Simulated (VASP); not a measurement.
# Te2Mo: accuracy against cost in the number of MPI ranks and k-mesh

Aim: find what the number of MPI ranks and k-mesh change for Te2Mo, and what they cost. The series runs use LDA. The number of MPI ranks tried: 1 ranks; 2 ranks; 4 ranks; 8 ranks. The k-mesh tried: 2 2 1; 3 3 1; 4 4 1; 5 5 1; 6 6 2; 9 9 2; 11 11 3; 13 13 3. The start is a cell from a database of measured crystal structures.

Main program and level: VASP 6.6.1; LDA; plane waves and PAW (Te, Mo_sv).

Most raw output is cut from this account.

## 1. The starting structure

It takes space group P6_3/mmc (No. 194, hexagonal). Conventional cell: a = 3.518 Å, b = 3.518 Å, c = 13.974 Å, α = 90.00°, β = 90.00°, γ = 120.00°. Te has 3 Mo at 2.72 Å nearest. Mo has 6 Te at 2.72 Å nearest. Farther neighbours and most contacts between anions are not listed.

Coordinates:

```cif
data_structure
_symmetry_space_group_name_H-M 'P6_3/mmc'
_symmetry_Int_Tables_number 194
_cell_length_a 3.5182
_cell_length_b 3.5182
_cell_length_c 13.9736
_cell_angle_alpha 90.000
_cell_angle_beta 90.000
_cell_angle_gamma 120.000
_cell_volume 149.79
loop_
_atom_site_label
_atom_site_type_symbol
_atom_site_symmetry_multiplicity
_atom_site_Wyckoff_symbol
_atom_site_fract_x
_atom_site_fract_y
_atom_site_fract_z
_atom_site_occupancy
Te1 Te 4 f 0.33333 0.66667 0.62100 1
Mo1 Mo 2 c 0.33333 0.66667 0.25000 1
```

## 2. Number of MPI ranks: 1 ranks

The same run on more MPI ranks shows how well it scales. LDA, the lowest rung, knows the local density alone.

INCAR reads:

```
SYSTEM = Te2Mo
PREC = Accurate
ENCUT = 400
EDIFF = 1E-06
NELM = 100
ISMEAR = -1
SIGMA = 0.05
LREAL = .FALSE.
ALGO = Normal
GGA = CA
NBANDS = 32
LASPH = .TRUE.
LORBIT = 11
LWAVE = .FALSE.
LCHARG = .FALSE.
ISIF = 2
```

POSCAR reads:

```
Te2Mo
1.0
    3.5182000000      0.0000000000      0.0000000000
   -1.7591000000      3.0468505756      0.0000000000
    0.0000000000      0.0000000000     13.9736000000
Te Mo
4 2
Direct
    0.3333333333      0.6666666667      0.6210000000
    0.6666666667      0.3333333333      0.1210000000
    0.3333333333      0.6666666667      0.8790000000
    0.6666666667      0.3333333333      0.3790000000
    0.3333333333      0.6666666667      0.2500000000
    0.6666666667      0.3333333333      0.7500000000
```

KPOINTS reads:

```
Automatic mesh
0
Gamma
7 7 2
0 0 0
```

Potentials, in the order of the species: Te and Mo_sv (PBE family, release 64).

Command:

```console
> mpirun -np 1 vasp_std
```

Wall time 34 s (1 MPI rank of Intel Xeon Platinum 8488C (Sapphire Rapids), shared host); peak memory 0.2 GiB.

The gap is read on the k-mesh alone, so it is an upper bound where the band edges lie off the mesh. Spin-orbit coupling is off here; with elements this heavy it splits and shifts levels by tenths of an eV or more. The PAW data sets were made with PBE, though LDA sets exist; this is a small mismatch.

Numbers from this step:

| Quantity | Value |
| --- | --- |
| SCF cycles | 16 |
| electrons | 52 |
| bands | 32 |
| irreducible k-points | 16 |
| symmetry operations | 24 |
| free energy (TOTEN) | -41.34 eV |
| Fermi energy | 8.237 eV |
| pressure | -2.633 GPa |
| metallic | no |
| valence top at k | 0, 0, 0 |
| conduction bottom at k | 0.2857, 0.1429, 0 |
| least direct gap at k | 0.2857, 0.2857, 0 |
| gap on the k-mesh | 0.8032 eV |
| least direct gap on the k-mesh | 1.247 eV |

The series starts at -6.8907 eV an atom and -2.63 GPa, after 16 cycles in 34 s.

## 3. Number of MPI ranks: 2 ranks

INCAR, as its differences from that of step 2:

```diff
@@ -15,2 +15,3 @@
 LCHARG = .FALSE.
+KPAR = 2
 ISIF = 2
```

POSCAR is that of step 2.

KPOINTS is that of step 2.

Command:

```console
> mpirun -np 2 vasp_std
```

The job ended after 19 s (2 MPI ranks; peak memory 0.39 GiB; 37 s of CPU time).

Against the first of the series the energy stays within 0.01 meV an atom and the pressure within 0.01 GPa, after 16 cycles in 19 s.

## 4. Number of MPI ranks: 4 ranks

INCAR, as its differences from that of step 3:

```diff
@@ -15,3 +15,3 @@
 LCHARG = .FALSE.
-KPAR = 2
+KPAR = 4
 ISIF = 2
```

POSCAR is that of step 3.

KPOINTS is that of step 3.

Command:

```console
> mpirun -np 4 vasp_std
```

It took 12 s on 4 MPI ranks; peak memory 0.8 GiB.

Against the first of the series the energy stays within 0.01 meV an atom and the pressure within 0.01 GPa, after 16 cycles in 12 s.

## 5. Number of MPI ranks: 8 ranks

INCAR, as its differences from that of step 4:

```diff
@@ -15,3 +15,3 @@
 LCHARG = .FALSE.
-KPAR = 4
+KPAR = 8
 ISIF = 2
```

POSCAR is that of step 4.

KPOINTS is that of step 4.

Command:

```console
> mpirun -np 8 vasp_std
```

Wall time 8.8 s (8 MPI ranks); peak memory 1.8 GiB.

Against the first of the series the energy stays within 0.01 meV an atom and the pressure within 0.01 GPa, after 16 cycles in 8.8 s.

## 6. The number of MPI ranks series as a table

This step: convergence of LDA results with the layout; plane waves and PAW (VASP 6.6.1).

This step runs nothing: it gathers the runs above.

Differences are taken from the run with 1 ranks. Results of the series, by row:

```tsv
setting	status	energy less the reference (meV/atom)	pressure (GPa)	largest force difference (meV/Å)	gap (eV)	SCF cycles	wall time (s)
1 ranks	converged	0	-2.633	0	0.8032	16	34
2 ranks	converged	0	-2.633	0	0.8032	16	18.8
4 ranks	converged	0	-2.633	0	0.8032	16	11.6
8 ranks	converged	0	-2.633	0	0.8032	16	8.8
```

## 7. K-mesh: 2 2 1

This step: LDA; plane waves and PAW (Te, Mo_sv) (VASP 6.6.1).

The sum over the zone converges with the mesh, fast for insulators and slowly for metals.

INCAR, as its differences from that of step 5:

```diff
@@ -15,3 +15,3 @@
 LCHARG = .FALSE.
-KPAR = 8
+NCORE = 8
 ISIF = 2
```

POSCAR is that of step 5.

KPOINTS reads:

```
Automatic mesh
0
Gamma
2 2 1
0 0 0
```

Command:

```console
> mpirun -np 8 vasp_std
```

It took 2.8 s on 8 MPI ranks; peak memory 0.86 GiB.

This step gave:

* SCF cycles: 15
* irreducible k-points: 2
* free energy (TOTEN): -39.73 eV
* Fermi energy: 8.521 eV
* pressure: -1.573 GPa
* conduction bottom at k: 0.5, 0, 0
* least direct gap at k: 0.5, 0, 0
* gap on the k-mesh: 1.082 eV
* least direct gap on the k-mesh: 1.534 eV

The series starts at -6.6218 eV an atom and -1.57 GPa, after 15 cycles in 2.8 s.

## 8. K-mesh: 3 3 1

INCAR is that of step 7.

POSCAR is that of step 7.

KPOINTS reads:

```
Automatic mesh
0
Gamma
3 3 1
0 0 0
```

Command:

```console
> mpirun -np 8 vasp_std
```

Wall time 2.6 s (8 MPI ranks); peak memory 0.86 GiB.

Against the run before the energy moves by -293.59 meV an atom and the pressure by -1.47 GPa, after 14 cycles in 2.6 s.

## 9. K-mesh: 4 4 1

INCAR, as its differences from that of step 8:

```diff
@@ -15,3 +15,4 @@
 LCHARG = .FALSE.
-NCORE = 8
+KPAR = 2
+NCORE = 4
 ISIF = 2
```

POSCAR is that of step 8.

KPOINTS reads:

```
Automatic mesh
0
Gamma
4 4 1
0 0 0
```

Command:

```console
> mpirun -np 8 vasp_std
```

The job ended after 3.2 s (8 MPI ranks; peak memory 1 GiB; 18 s of CPU time).

Against the run before the energy moves by +14.59 meV an atom and the pressure by +0.34 GPa, after 14 cycles in 3.2 s.

## 10. K-mesh: 5 5 1

INCAR is that of step 9.

POSCAR is that of step 9.

KPOINTS reads:

```
Automatic mesh
0
Gamma
5 5 1
0 0 0
```

Command:

```console
> mpirun -np 8 vasp_std
```

Wall time 3.6 s (8 MPI ranks); peak memory 1 GiB.

Against the run before the energy moves by +19.97 meV an atom and the pressure by +0.27 GPa, after 16 cycles in 3.6 s.

## 11. K-mesh: 6 6 2

INCAR, as its differences from that of step 10:

```diff
@@ -15,4 +15,3 @@
 LCHARG = .FALSE.
-KPAR = 2
-NCORE = 4
+KPAR = 8
 ISIF = 2
```

POSCAR is that of step 10.

KPOINTS reads:

```
Automatic mesh
0
Gamma
6 6 2
0 0 0
```

Command:

```console
> mpirun -np 8 vasp_std
```

Run time: 7.4 s. Hardware: 8 MPI ranks; peak memory 1.7 GiB.

Against the run before the energy moves by -9.88 meV an atom and the pressure by -0.25 GPa, after 14 cycles in 7.4 s.

## 12. K-mesh: 9 9 2

INCAR is that of step 11.

POSCAR is that of step 11.

KPOINTS reads:

```
Automatic mesh
0
Gamma
9 9 2
0 0 0
```

Command:

```console
> mpirun -np 8 vasp_std
```

Wall time 10 s (8 MPI ranks); peak memory 1.9 GiB.

Against the run before the energy moves by -0.14 meV an atom and the pressure by +0.01 GPa, after 14 cycles in 10 s.

## 13. K-mesh: 11 11 3

INCAR is that of step 12.

POSCAR is that of step 12.

KPOINTS reads:

```
Automatic mesh
0
Gamma
11 11 3
0 0 0
```

Command:

```console
> mpirun -np 8 vasp_std
```

It took 13 s on 8 MPI ranks; peak memory 2 GiB; 86 s of CPU time.

Against the run before the energy moves by -0.10 meV an atom and the pressure by -0.01 GPa, after 14 cycles in 13 s.

## 14. K-mesh: 13 13 3

INCAR is that of step 13.

POSCAR is that of step 13.

KPOINTS reads:

```
Automatic mesh
0
Gamma
13 13 3
0 0 0
```

Command:

```console
> mpirun -np 8 vasp_std
```

Wall time 19 s (8 MPI ranks); peak memory 2.3 GiB.

Against the run before the energy moves by -0.01 meV an atom and the pressure by +0.04 GPa, after 16 cycles in 19 s.

## 15. The k-mesh series as a table

This step: convergence of LDA results with the mesh; plane waves and PAW (VASP 6.6.1).

This step runs nothing: it gathers the runs above.

Differences are taken from the run with 13 13 3. Results of the series, by row:

```tsv
setting	status	energy less the reference (meV/atom)	pressure (GPa)	largest force difference (meV/Å)	gap (eV)	SCF cycles	wall time (s)
2 2 1	converged	269.2	-1.573	76.03	1.082	15	2.8
3 3 1	converged	-24.43	-3.04	302.8	0.9862	14	2.6
4 4 1	converged	-9.842	-2.697	33.83	0.9138	14	3.2
5 5 1	converged	10.12	-2.426	41.74	0.6705	16	3.6
6 6 2	converged	0.2406	-2.681	4.736	0.7885	14	7.4
9 9 2	converged	0.1049	-2.675	0.323	0.7444	14	10.2
11 11 3	converged	0.007547	-2.681	0.712	0.6976	14	12.6
13 13 3	converged	0	-2.643	0	0.7041	16	18.6
```

## 16. Summary of results

| Item | Value |
| --- | --- |
| wall time from fewest to most ranks | 34 s to 8.8 s |
| k-mesh from which the energy stays within 10 meV/atom of the reference | 6 6 2 |
| k-mesh from which the energy stays within 1 meV/atom of the reference | 6 6 2 |
| k-mesh from which the pressure stays within 0.2 GPa of the reference | 6 6 2 |
| spread of the pressure over the k-mesh | 1.47 GPa |
| spread of the energy over the k-mesh | 294 meV/atom |

What this shows: On 8 ranks the run uses the cores at 48 % of the efficiency of 1. From 6 6 2 on, the energy stays within 1 meV an atom of the reference, at 40 % of its time. The pressure holds within 0.2 GPa from 6 6 2 on. The energy swings above and below the reference, since the sum over k-points is not variational. The gap in the table jumps with the points that each mesh happens to hold, and is no measure of convergence. Differences are taken from the run with 13 13 3, which is itself not the exact limit. Going from 1 ranks to 8 ranks shortens the run by a factor of 3.9; on a shared host such times are rough. The run at 2 2 1 is over 30 meV an atom or 2 GPa off and describes the material poorly.

[Lines on the potential files, build, host, timing and source positions are cut from VASP's logs without a mark.]

[Logs are printed without paths, hosts, clocks, repeated set-up lines and the standing remarks that a program may print on its own settings, such as how far it seeks lower states.]

[Hosts, paths, dates, database ids (printed as entryN), source tags and the programs' standing remarks are cut or masked in the printed files.]

[A measured line is paired with the nearest computed mode of its activity, which favours agreement.]
